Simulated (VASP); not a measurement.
VASP runs on Re (space group P6_3/mmc) share one base input (PBE GGA, plane waves, VASP's PBE PAW potentials (set 64)) and change the settings named in each case.

### KPOINTS
```
Regular mesh
0
gamma
11 11 6
0.5 0.5 0.5
```

INCAR:
```
# general
SYSTEM  = Re
PREC    = Accurate
ENCUT   = 300   # plane-wave cut-off (eV)
LREAL   = .FALSE.   # projection in real space or not
LASPH   = .TRUE.

# electronic loop
EDIFF   = 1E-6   # SCF stop (eV)
NELM    = 100   # most electronic steps
ALGO    = Normal   # blocked Davidson
LMAXMIX = 6   # l cut-off of mixed one-centre charges

# smearing
ISMEAR  = -1   # Fermi-Dirac
SIGMA   = 0.1   # width (eV)

# functional
GGA     = PE

# ions
ISIF    = 2   # forces and stress, cell fixed

# output
LWAVE   = .FALSE.
LCHARG  = .FALSE.
```

POSCAR:
```
Re
1.0
  2.7844210000   0.0000000000   0.0000000000
 -1.3922100000   2.4113790000   0.0000000000
  0.0000000000   0.0000000000   4.5044480000
Re
2
Cart
 -0.0000010589   1.6075868038   1.1261120000
  1.3922120589   0.8037921962   3.3783360000
```

POTCAR, in this order: Re (PBE.64 set). Program: vasp_std.

```tsv
change	E(σ→0) (eV/atom)	pressure (GPa)	−TS (eV)
base run	-12.4076	-6.50	-0.0517
ENCUT = 180	-12.0215	-77.56	-0.0500
KPOINTS 8×8×4 Γ-centred mesh	-12.3932	-5.97	-0.0694
NBANDS = 9	-12.4079	-6.50	-0.0488
KPOINTS 13×13×7 Γ-centred mesh shifted by (0.5, 0.5, 0.5)	-12.4022	-6.37	-0.0590
KPOINTS 13×13×7 Γ-centred mesh shifted by (0.5, 0.5, 0.5)	-12.4022	-6.37	-0.0590
GGA removed, POTCAR Re (LDA.64 set)	-13.7108	___	___
```

Q: Some entries are withheld; supply them.

A: 
- GGA removed, POTCAR Re (LDA.64 set), pressure (GPa): -20.11
- GGA removed, POTCAR Re (LDA.64 set), −TS (eV): -0.0514

Energies of different potentials or functionals have different zeros.  Unless said otherwise, spin-orbit coupling is left out, though it shifts the bands of the heavy elements here.

Left out are runs that ran out of time, are held back, or changed the cell or the kind of run, fixed moments of cells without a moment, rows past the twelfth, gaps on odd meshes, pressures of charged cells and columns that move by less than the noise.

The structure comes from a computed database's Re entry; how it stands against other phases isn't given here. The cell was not relaxed at this level, its lattice was scaled by up to 2.5 %.
